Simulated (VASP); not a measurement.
VASP input:

**INCAR**
```
NELM  =  100   ! most electronic steps
ISIF  =  3   ! ions, shape and volume
SIGMA  =  0.1   ! width (eV)
ALGO  =  Normal   ! blocked Davidson
ISMEAR  =  1
LREAL  =  F   ! projection in real space or not
EDIFF  =  1E-6   ! SCF stop (eV)
LMAXMIX  =  6   ! l cut-off of mixed one-centre charges
LWAVE  =  F
LCHARG  =  F
ENCUT  =  400   ! plane-wave cut-off (eV)
IBRION  =  2
SYSTEM  =  ZnHgTe2
NSW  =  60
PREC  =  Accurate
EDIFFG  =  -0.02   ! ionic stop
LASPH  =  T   ! aspherical one-centre terms
```

**KPOINTS**
```
Automatic mesh
0
Gamma
7 7 7
0 0 0
```

**POSCAR**
```
ZnHgTe2
1
    2.2000483819     1.2701985648     7.1939437167
   -2.2000483819     1.2701985648     7.1939437167
    0.0000000000    -2.5403971296     7.1939437167
Zn Hg Te
1 1 2
Direct
  0.5011926903   0.5011926903   0.5011926903
  0.9980444157   0.9980444157   0.9980444157
  0.8698442640   0.8698442640   0.8698442640
  0.3809046299   0.3809046299   0.3809046299
```

POTCAR, in this order: Zn Hg Te (LDA.64 set). Program: vasp_std.

Q: Translate this LDA calculation to Ansatz.

A: One equivalent input (not run):
Ansatz 0.2 input:
```yaml
crystal:
  lattice:
    - [2.2000484, 1.2701986, 7.1939437]
    - [-2.2000484, 1.2701986, 7.1939437]
    - [0.0000000, -2.5403971, 7.1939437]
  atoms:
    - { symbol: Zn, position: [0.5011927, 0.5011927, 0.5011927] }
    - { symbol: Hg, position: [0.9980444, 0.9980444, 0.9980444] }
    - { symbol: Te, position: [0.8698443, 0.8698443, 0.8698443] }
    - { symbol: Te, position: [0.3809046, 0.3809046, 0.3809046] }
kpoints:
  mp_grid: { grid: [7, 7, 7] }
hamiltonian:
  xc: lda
  pseudopotentials: { kind: paw }
scf:
  occupations: { method: methfessel_paxton, width: 0.1 }
  max_iter: 100
relax:
  max_steps: 60
  f_tol: 0.02
  cell: {}
output: { forces: true, stress: true, eigenvalues: true }
```
Limits of the translation: each code has its own PAW files, so the cut-off isn't converted (ENCUT is set for VASP's; basis.ecutwfc is left out, and Ansatz then takes the one that its files recommend); Ansatz stops its SCF on the density residual and VASP on the energy change (EDIFF); Ansatz's lda is the Perdew-Wang form, while the LDA potentials of VASP carry Perdew-Zunger's.

The structure comes from a computed database's ZnHgTe2 entry (R3m); how it stands against other phases isn't given here. It was relaxed first, which changed the volume by -9 %. The start is the result of an earlier pass.
